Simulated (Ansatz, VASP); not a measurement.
# One calculation of Cs3B, two programs

The input INCAR:

```
PREC = Accurate ; ENCUT = 600
EDIFF = 1E-6 ; ISMEAR = 0
SIGMA = 0.1 ; LREAL = False
LASPH = True ; NELM = 100
ALGO = Normal ; ISIF = 3
LWAVE = False ; LCHARG = False
GGA = PE ; IBRION = 2
NSW = 100 ; EDIFFG = -0.01
```

File KPOINTS:

```
regular mesh
0
Gamma
  10 10 10
```

POSCAR

```
Cs3B
1.0
   -3.4721475500      3.4721475500      3.4721475500
    3.4721475500     -3.4721475500      3.4721475500
    3.4721475500      3.4721475500     -3.4721475500
Cs B
3 1
Direct
    0.0000000000      0.5000000000      0.5000000000
    0.5000000000      0.0000000000      0.5000000000
    0.5000000000      0.5000000000      0.0000000000
    0.0000000000      0.0000000000      0.0000000000
```

Input for Ansatz:

```yaml
crystal:
  lattice:
    - [-3.47214755, 3.47214755, 3.47214755]
    - [3.47214755, -3.47214755, 3.47214755]
    - [3.47214755, 3.47214755, -3.47214755]
  atoms:
    - { symbol: Cs, position: [0.0, 0.5, 0.5] }
    - { symbol: Cs, position: [0.5, 0.0, 0.5] }
    - { symbol: Cs, position: [0.5, 0.5, 0.0] }
    - { symbol: B, position: [0.0, 0.0, 0.0] }
basis:
  ecutwfc: 420
kpoints:
  mp_grid: { grid: [10, 10, 10] }
hamiltonian:
  xc: pbe
scf:
  occupations: { method: gaussian, width: 0.1 }
output:
  forces: true
  stress: true
  eigenvalues: true
  write_density: true
  write_potential: true
  elf: true
  volumetric_format: npy
relax:
  adjacent_minimum: "off"
  f_tol: 0.01
  max_steps: 80
  cell: { stress_tol: 0.05 }
```

Change from the starting cell: species swapped into the Sb3Au type (Im-3m, No. 229).

Alike in both runs: task relaxation of cell and atoms; functional PBE; k mesh 10 × 10 × 10; occupations gaussian, width 0.1 eV; no spin polarisation.

```csv
,VASP,Ansatz
version,VASP 6.6.1,Ansatz 0.2.0
potentials or method,"VASP PAW PBE potentials, release 64 (Cs_sv, B)","scalar-relativistic, plane waves, PAW"
plane-wave cutoff (eV),600,420
valence electrons in the cell,30,30
```

|  | VASP | Ansatz | Ansatz less VASP |
| --- | --- | --- | --- |
| gap on the k mesh at the Fermi level, each at its own relaxed structure (eV) | none | none | - |
| relaxed volume (Å³/atom) | 60.31 | 59.90 | -0.414 |
| relaxed cell length with the largest relative difference (Å) | 6.792 | 6.777 | -0.0156 |
| energy change over the relaxation (meV/atom) | -108 | -104 | +4.0 |

A gap of «none» marks a metal or a gap that the smearing closes.

Caveats: the volume moved by over 15 % at a fixed basis, so the end points are rough (VASP). The runs have no spin-orbit coupling, so splittings on Cs are missing.
